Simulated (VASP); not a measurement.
Given:

```xyz
4
Lattice="1.6751 -2.9014 0.0000 1.6751 2.9014 0.0000 0.0000 0.0000 10.8790" Properties=species:S:1:pos:R:3 pbc="T T T"
La     3.3502     0.0000     5.4395
La     3.3502     0.0000    10.8790
La     1.6751     0.9671     2.7197
La     1.6751    -0.9671     8.1592
```

All values below come from PBEsol GGA, VASP's PBE PAW potentials (set 64) (plane waves; VASP). Run with 500 eV cut-off, 11×11×3 Γ-centred mesh, first-order Methfessel-Paxton smearing of 0.10 eV, potentials La.

Question: The ions, cell shape and volume at an external pressure of 10.0 GPa are relaxed. Predict the relaxed structure.

Answer: 
```xyz
4
Lattice="1.6881 -2.9239 0.0000 1.6881 2.9239 0.0000 0.0000 0.0000 10.7671" Properties=species:S:1:pos:R:3 pbc="T T T"
La     0.0000     0.0000     5.3836
La     0.0000     0.0000     0.0000
La     1.6881     0.9746     2.6918
La     1.6881    -0.9746     8.0753
```
Space group P6_3/mmc (194), at a tolerance of 0.03 Å.

Question: How do energy and volume change from the first to the last step?

Answer: The energy (σ→0) changes by -10.1 meV/atom and the volume by +0.5 %, in 4 ionic steps.

| step | E(σ→0) (eV) | max force (eV/Å) | pressure (GPa) | volume (Å³) |
|---|---|---|---|---|
| 1 | -20.5536 | 0.000 | 10.30 | 105.75 |
| 2 | -20.6056 | 0.000 | 9.93 | 106.50 |
| 3 | -20.6256 | 0.000 | 9.78 | 106.80 |
| 4 | -20.5941 | 0.000 | 10.08 | 106.29 |

The compound is La in the dhcp structure. This run relaxes it under an external pressure of 10 GPa. Symmetry was kept, so distortions that lower it aren't found.
